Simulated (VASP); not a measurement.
Input:

```
Al35BeN36
1.0
    4.69327    -8.12898     0.00000
    4.69327     8.12898     0.00000
    0.00000     0.00000    10.01920
Al N Be
35 36 1
Cartesian
  1.56524  -0.90234   2.50665
  1.57088   0.90801  10.01596
  1.56489  -0.90182   7.50622
  1.59614   0.90734   5.00123
  3.14848   1.79400   2.54862
  3.12726   3.60373  10.01591
  3.15050   1.79205   7.46756
  3.13880   3.57940   5.00142
  4.69151   4.51259   2.50653
  4.69183   6.32185  10.01569
  4.69044   4.51127   7.50632
  4.68922   6.32194   5.00644
  3.12491  -3.61248   2.51192
  3.13560  -1.80242  10.01499
  3.12291  -3.61233   7.50458
  3.14649  -1.77896   5.00186
  4.69048  -0.87794   2.54926
  4.69081   0.90306   9.99946
  4.68913  -0.87469   7.46835
  6.23247   1.79182   2.54877
  6.25653   3.60244  10.01599
  6.22929   1.79061   7.46856
  6.23971   3.57864   5.00163
  4.69148  -6.32521   2.51146
  4.69273  -4.51655  10.01678
  4.68983  -6.32710   7.50341
  4.69015  -4.51706   5.00271
  6.25806  -3.61098   2.51107
  6.24792  -1.80127  10.01625
  6.25734  -3.60970   7.50376
  6.23209  -1.77814   5.00162
  7.81689  -0.90127   2.50718
  7.81278   0.90820  10.01621
  7.81616  -0.90183   7.50728
  7.78291   0.90724   5.00163
  1.55749  -0.90594   4.41999
  1.56763   0.90540   1.91816
  1.56376  -0.90309   9.43015
  1.55843   0.90046   6.92415
  3.16946   1.78050   4.44646
  3.12718   3.60766   1.91766
  3.12670   1.80684   9.40843
  3.12579   3.61673   6.92473
  4.68949   4.51927   4.42007
  4.69105   6.32221   1.91379
  4.69227   4.51450   9.42995
  4.69031   6.32142   6.92855
  3.12089  -3.61154   4.42685
  3.13215  -1.80405   1.91767
  3.12719  -3.61341   9.43041
  3.12215  -1.80942   6.92448
  4.68885  -0.85204   4.44738
  4.69037   0.90270   1.88895
  4.69128  -0.90353   9.40846
  4.68956   0.90283   6.87526
  6.20901   1.77970   4.44667
  6.25588   3.60589   1.91813
  6.25583   1.80555   9.40939
  6.25460   3.61525   6.92485
  4.68974  -6.32797   4.42607
  4.69194  -4.51627   1.91676
  4.69181  -6.32335   9.42944
  4.69045  -4.51651   6.92537
  6.25825  -3.61074   4.42620
  6.25021  -1.80225   1.91845
  6.25689  -3.61175   9.42991
  6.25708  -1.80673   6.92460
  7.82168  -0.90551   4.42052
  7.81511   0.90591   1.91794
  7.82011  -0.90278   9.43113
  7.82145   0.90058   6.92466
  4.68888   0.90176   5.03046
```
Cell charge -1.

Method: HSE06 screened hybrid, VASP's PBE PAW potentials (set 64) (plane waves; VASP). Numerical set-up: PREC = Normal, LREAL = Auto, ISYM = 0, NELECT = 288.0, EDIFF = 1E-5, 400 eV cut-off, 1×1×1 Γ-centred mesh, Gaussian smearing of 0.050 eV, potentials Al N Be.

The cell is charged, with a uniform compensating background. The supercell is sampled at Γ alone, which is coarse: total energies, pressure and levels can be off, energies of defects by several tenths of an eV.

Predict the energy per atom (σ→0).

```json
{
 "energy per atom (σ→0)": "-8.566 eV/atom"
}
```

The cell is a supercell with a defect, built from AlN (wurtzite): Be_Al, charge -1. The cell's shape comes from a PBE relaxation. The run is not spin-polarised, so no state with unpaired spins was tried.
